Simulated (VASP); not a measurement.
Here is the system:

```
CELL_PARAMETERS angstrom
      2.81178     0.00000     0.00000
     -1.40589     2.43508     0.00000
      0.00000     0.00000     4.85433
ATOMIC_POSITIONS crystal
  Ni 0.00000 0.00000 0.00000
  Ni 0.00000 0.00000 0.50000
  N  0.33333 0.66667 0.25000
  N  0.66667 0.33333 0.75000
```

Computed with PBE GGA, VASP's PBE PAW potentials (set 64) (plane waves; VASP). Run with 520 eV cut-off, Gaussian smearing of 0.050 eV, potentials Ni N.

Q: Give the energies of bands 5 to 18 at the high-symmetry points, in eV from the Fermi level.

A: 
```json
[
 {"band": "5", "Γ": "-5.17", "M": "-5.75", "K": "-6.66", "A": "-4.25", "L": "-5.01", "H": "-5.85"},
 {"band": "6", "Γ": "-4.06", "M": "-5.40", "K": "-5.32", "A": "-4.25", "L": "-5.01", "H": "-5.85"},
 {"band": "7", "Γ": "-2.73", "M": "-4.59", "K": "-5.32", "A": "-4.25", "L": "-4.57", "H": "-5.27"},
 {"band": "8", "Γ": "-2.73", "M": "-3.93", "K": "-4.18", "A": "-4.25", "L": "-4.57", "H": "-5.27"},
 {"band": "9", "Γ": "-2.59", "M": "-2.72", "K": "-2.16", "A": "-2.33", "L": "-2.86", "H": "-2.40"},
 {"band": "10", "Γ": "-2.59", "M": "-2.45", "K": "-2.06", "A": "-2.33", "L": "-2.86", "H": "-2.40"},
 {"band": "11", "Γ": "-1.70", "M": "-1.90", "K": "-2.06", "A": "-2.33", "L": "-1.62", "H": "-1.70"},
 {"band": "12", "Γ": "-1.70", "M": "-1.71", "K": "-1.80", "A": "-2.33", "L": "-1.62", "H": "-1.70"},
 {"band": "13", "Γ": "-1.37", "M": "-1.51", "K": "-1.80", "A": "-1.58", "L": "-1.25", "H": "-1.13"},
 {"band": "14", "Γ": "-0.85", "M": "-1.30", "K": "-1.22", "A": "-1.58", "L": "-1.25", "H": "-1.13"},
 {"band": "15", "Γ": "-0.85", "M": "-1.12", "K": "0.40", "A": "1.30", "L": "0.66", "H": "-0.87"},
 {"band": "16", "Γ": "-0.44", "M": "-0.12", "K": "0.40", "A": "1.30", "L": "0.66", "H": "-0.87"},
 {"band": "17", "Γ": "2.47", "M": "1.98", "K": "0.65", "A": "1.30", "L": "1.23", "H": "2.20"},
 {"band": "18", "Γ": "2.47", "M": "2.45", "K": "0.65", "A": "1.30", "L": "1.23", "H": "2.20"}
]
```

It has no gap at this level: it comes out as a metal or semimetal.

The structure was generated: NiN was put into the NiAs type type (P6_3/mmc), which need not be its known phase. It was relaxed first, which changed the volume by -8 %. The run is not spin-polarised, so no magnetic state was tried.
